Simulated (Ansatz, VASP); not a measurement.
# Cross-check of FePt (Tetraferroplatinum) between VASP and Ansatz, part 2 of 2

One calculation is typed for both programs; each brings its own data sets and cutoff. How far apart do they land? The cell is taken from a series of VASP runs on this material, whose earlier steps may have relaxed, scaled or displaced it; both programs get it as it stands.

VASP 6.6.1 and Ansatz 0.2.0.

So far: Starting point; Ansatz: relaxation of cell and atoms, PBEsol.

### Step 3. VASP: relaxation of cell and atoms, PBEsol

Level of this step: PBEsol, spin-polarised from a ferromagnetic start; plane waves and PAW (Fe, Pt) (VASP).

The same cell, functional, mesh and smearing now go to VASP, with its own data sets and cutoff.

Lines of VASP's logs that name or quote its potential files are left out, and so is its time.

File INCAR:

```
SYSTEM = FePt
PREC = Accurate
ENCUT = 400
EDIFF = 1E-06
NELM = 100
ISMEAR = 1
SIGMA = 0.2
LREAL = .FALSE.
ALGO = Normal
GGA = PS
NBANDS = 18
ISPIN = 2
MAGMOM = 2.94 0.36
LASPH = .TRUE.
LMAXMIX = 4
LORBIT = 11
LWAVE = .FALSE.
LCHARG = .FALSE.
KPAR = 4
IBRION = 2
NSW = 60
ISIF = 3
EDIFFG = -0.01
```

File POSCAR:

```
FePt
1.0
    2.6747337513      0.0000000000      0.0000000000
    0.0000000000      2.6747337513      0.0000000000
    0.0000000000      0.0000000000      3.7373276140
Fe Pt
1 1
Direct
    0.0000000000      0.0000000000      0.0000000000
    0.5000000000      0.5000000000      0.5000000000
```

File KPOINTS:

```
Automatic mesh
0
Gamma
7 7 5
0 0 0
```

PAW data sets: Fe and Pt (PBE family, release 64).

Launch:

```bash
$ mpirun -np 4 vasp_std
```

Numbers of over 12 decimals in the logs are rounded to 6 here.

What it wrote:

```text
[banner, memory and clock lines left out]
running    4 mpi-ranks, on    1 nodes
 distrk:  each k-point on    1 cores,    4 groups
 distr:  one band on    1 cores,    1 groups

 POSCAR found type information on POSCAR FePt
 POSCAR found :  2 types and       2 ions
|                                                                             |
|               ----> ADVICE to this user running VASP <----                  |
|                                                                             |
|     You enforced a specific xc type in the INCAR file but a different       |
|     [... a line on the potential file left out ...]
|     I HOPE YOU KNOW WHAT YOU ARE DOING!                                     |
|                                                                             |

 LDA part: xc-table for (Slater+PW92), standard interpolation
 POSCAR, INCAR and KPOINTS ok, starting setup
 FFT: planning ... GRIDC
 FFT: planning ... GRID_SOFT
 FFT: planning ... GRID
 WAVECAR not read
 entering main loop
       N       E                     dE             d eps       ncg     rms          rms(c)
DAV:   1     0.749778589004E+02    0.74978E+02   -0.72347E+03  2312   0.907E+02
DAV:   2    -0.153129546887E+02   -0.90291E+02   -0.80090E+02  2178   0.203E+02
DAV:   3    -0.178946383191E+02   -0.25817E+01   -0.25330E+01  2534   0.420E+01
DAV:   4    -0.179238149578E+02   -0.29177E-01   -0.29162E-01  2498   0.375E+00
DAV:   5    -0.179245797394E+02   -0.76478E-03   -0.76476E-03  2530   0.680E-01    0.182E+01
DAV:   6    -0.191604661193E+02   -0.12359E+01   -0.11448E+01  2326   0.703E+01    0.239E+01
DAV:   7    -0.164235772014E+02    0.27369E+01   -0.90619E+00  2732   0.700E+01    0.902E+00
DAV:   8    -0.163328161677E+02    0.90761E-01   -0.45184E-01  2622   0.876E+00    0.440E+00
DAV:   9    -0.162814749068E+02    0.51341E-01   -0.11453E-01  3040   0.607E+00    0.178E+00
DAV:  10    -0.162727047079E+02    0.87702E-02   -0.18609E-02  3238   0.226E+00    0.800E-01
DAV:  11    -0.162718214432E+02    0.88326E-03   -0.18266E-03  2962   0.539E-01    0.321E-01
DAV:  12    -0.162717463898E+02    0.75053E-04   -0.49306E-04  2646   0.299E-01    0.782E-02
DAV:  13    -0.162717629562E+02   -0.16566E-04   -0.39700E-05  2808   0.738E-02    0.295E-02
DAV:  14    -0.162717591376E+02    0.38186E-05   -0.48389E-06  2446   0.324E-02    0.116E-02
DAV:  15    -0.162717587372E+02    0.40041E-06   -0.10159E-06  1244   0.208E-02
   1 F= -.16271759E+02 E0= -.16272822E+02  d E =-.162718E+02  mag=     3.0944
 curvature:   0.00 expect dE= 0.000E+00 dE for cont linesearch  0.000E+00
 trial: gam= 0.00000 g(F)=  0.000E+00 g(S)=  0.978E-05 ort = 0.000E+00 (trialstep = 0.100E+01)
 search vector abs. value=  0.978E-05
 reached required accuracy - stopping structural energy minimisation
```

From OUTCAR (step 3):

```text
ion  position               nearest neighbor table
   1  0.000  0.000  0.000-   2 2.66   2 2.66   2 2.66   2 2.66   2 2.66   2 2.66   2 2.66   2 2.66

  LATTYP: Found a simple tetragonal cell.
 ALAT       =     2.6747337513
 C/A-ratio  =     1.3972708918

 Subroutine GETGRP returns: Found 16 space group operations
 (whereof 16 operations were pure point group operations)

The static configuration has the point symmetry D_4h.

 Found     30 irreducible k-points:

   k-points           NKPTS =     30   k-points in BZ     NKDIM =     30   number of bands    NBANDS=     18

   dimension x,y,z NGX =    18 NGY =   18 NGZ =   24
   dimension x,y,z NGXF=    36 NGYF=   36 NGZF=   48

   ENCUT  =  400.0 eV  29.40 Ry    5.42 a.u.   4.36  4.36  6.09*2*pi/ulx,y,z

   NELECT =      18.0000    total number of electrons

 k-points in reciprocal lattice and weights: Automatic mesh
   0.00000000  0.00000000  0.00000000       0.004
   0.14285714  0.00000000  0.00000000       0.016
   0.28571429  0.00000000  0.00000000       0.016
   0.42857143  0.00000000  0.00000000       0.016
   0.14285714  0.14285714  0.00000000       0.016
   0.28571429  0.14285714  0.00000000       0.033
   0.42857143  0.14285714  0.00000000       0.033
   0.28571429  0.28571429  0.00000000       0.016
   0.42857143  0.28571429  0.00000000       0.033
[...]
0.42857143  0.28571429  0.40000000       0.065
   0.42857143  0.42857143  0.40000000       0.033

 average (electrostatic) potential at core
       1 -40.2817       2 -65.1048

 E-fermi :   8.9631

 spin component 1
 k-point     1 :       0.0000    0.0000    0.0000
  band No.  band energies     occupation
    ...
      7       7.0465      1.00000
      8       7.0972      1.00000
      9       8.5519      1.00665
     10       8.7007      1.03442
     11       8.7007      1.03442
     12      10.8955     -0.00000
     13      18.6887      0.00000
     14      21.0989      0.00000
     15      21.0989      0.00000
     16      26.1875      0.00000
    ...

 k-point     2 :       0.1429    0.0000    0.0000
  band No.  band energies     occupation
    ...
      7       6.9049      1.00000
      8       7.1272      1.00000
      9       7.3499      1.00000
     10       8.0776      1.00000
     11       8.5586      1.00743
     12      12.7851     -0.00000
     13      17.9896      0.00000
     14      19.2380      0.00000
     15      22.0957      0.00000
     16      26.6394      0.00000
    ...

 k-point     3 :       0.2857    0.0000    0.0000
  band No.  band energies     occupation
    ...
      7       6.1454      1.00000
      8       6.5805      1.00000
      9       7.1876      1.00000
     10       7.6385      1.00000
     11       8.1522      1.00000
     12      14.6433      0.00000
     13      15.7304      0.00000
     14      18.8420      0.00000
     15      24.2806      0.00000
     16      24.5656      0.00000
    ...

 k-point     4 :       0.4286    0.0000    0.0000
  band No.  band energies     occupation
    ...
      7       6.2638      1.00000
      8       6.6501      1.00000
      9       6.7609      1.00000
     10       7.5654      1.00000
     11       8.9536      0.53990
     12      11.8623     -0.00000
     13      18.7291      0.00000
     14      19.1849      0.00000
     15      22.0059      0.00000
     16      23.2442      0.00000
    ...

 k-point     5 :       0.1429    0.1429    0.0000
  band No.  band energies     occupation
    ...
      7       6.5666      1.00000
      8       6.5936      1.00000
      9       7.2442      1.00000
     10       7.6505      1.00000
     11       8.6573      1.02634
     12      13.9222      0.00000
     13      18.1411      0.00000
     14      19.1389      0.00000
     15      20.1149      0.00000
     16      27.2241      0.00000
    ...

 k-point     6 :       0.2857    0.1429    0.0000
  band No.  band energies     occupation
    ...
      7       6.5417      1.00000
      8       6.8171      1.00000
      9       7.0024      1.00000
     10       7.6369      1.00000
     11       8.4280      1.00051
     12      15.2412      0.00000
     13      16.3890      0.00000
     14      18.7379      0.00000
     15      21.3481      0.00000
     16      25.6589      0.00000
    ...

  Total       -0.0123956     -0.0123956      0.0099158      0.0000000      0.0000000      0.0000000
  in kB       -0.7427736     -0.7427736      0.5941751      0.0000000      0.0000000      0.0000000
  external PRESSURE =      -0.2971240 kB  Pullay stress =       0.0000000 kB

  energy-cutoff  :      400.00
  volume of cell :       26.74
      direct lattice vectors                 reciprocal lattice vectors
     2.674733751  0.000000000  0.000000000     0.373868988  0.000000000  0.000000000
     0.000000000  2.674733751  0.000000000     0.000000000  0.373868988  0.000000000
     0.000000000  0.000000000  3.737327614     0.000000000  0.000000000  0.267570870

 POSITION                                       TOTAL-FORCE (eV/Angst)
 -----------------------------------------------------------------------------------
      0.00000      0.00000      0.00000         0.000000      0.000000      0.000000
      1.33737      1.33737      1.86866         0.000000      0.000000      0.000000
 -----------------------------------------------------------------------------------
    total drift:                                0.000000     -0.000000     -0.000000

  FREE ENERGIE OF THE ION-ELECTRON SYSTEM (eV)
  ---------------------------------------------------
  free  energy   TOTEN  =       -16.2717587372 eV

  energy  without entropy=      -16.2749493122  energy(sigma->0) =      -16.27282226

 reached required accuracy - stopping structural energy minimisation

 total charge
# of ion       s       p       d       tot
------------------------------------------
    1        0.421   0.477   6.161   7.059
    2        0.726   0.707   8.063   9.495
--------------------------------------------------
tot          1.147   1.183  14.224  16.554

 magnetization (x)
# of ion       s       p       d       tot
------------------------------------------
    1        0.001  -0.009   2.815   2.807
    2       -0.026  -0.074   0.357   0.257
--------------------------------------------------
tot         -0.025  -0.083   3.172   3.064

[... 6 further parts left out ...]
```

The cell holds one magnetic atom, so no antiferromagnetic order fits into it. The run keeps the 16 symmetry operations of its start, so it cannot find a distortion of lower symmetry.

### Step 4. Side by side

Known differences besides the potentials themselves: both relaxations stop at a tolerance, which leaves soft axes loose, and VASP keeps its plane-wave basis; the data sets hold 34 valence electrons in Ansatz (default PAW (the set named soft_2) files) and 18 in VASP; the cutoff is 420 eV in Ansatz and 400 eV in VASP; Ansatz makes its cores anew for this functional, VASP keeps those of its PBE data sets; Ansatz adds a Pulay correction to the stress that steers its cell, VASP none; site moments are counted in spheres of each program's own size. Total energies have different zeros and are not compared.

Compared:

```csv
quantity,Ansatz,VASP,difference
volume (Å³),26.79,26.74,+0.18 %
"edge a after relaxation, in the typed setting (Å)",2.675,2.675,+0.02 %
"edge c after relaxation, in the typed setting (Å)",3.742,3.737,+0.14 %
total moment (μB),3.10,3.09,0.00
moment on Fe1 (μB),2.84,2.81,+0.03
moment on Pt2 (μB),0.32,0.26,+0.06
```

The walks stopped with -0.01 GPa left in Ansatz and -0.03 GPa in VASP; each walk ends within a tolerance, so the volume difference is uncertain by about these residues over the bulk modulus, most in soft cells.

### Step 5. What came out

```yaml
difference_in_volume_relaxation_of_cell_and_atoms_pbesol: 0.18 %
```

The difference in volume is 0.18 % (relaxation of cell and atoms, PBEsol), within the 1.2 % picked in this series as the mark of a large difference, as far as the stopping tolerances let one tell. How closely two codes agree says nothing of how well the functional describes the real material.

[Lines on the potential files, build, host, timing and source positions are cut from VASP's logs without a mark.]

[Logs are printed without paths, hosts, clocks, repeated set-up lines and the standing remarks that a program may print on its own settings, such as how far it seeks lower states.]

[Hosts, paths, dates, database ids (printed as entryN), source tags and the programs' standing remarks are cut or masked in the printed files.]
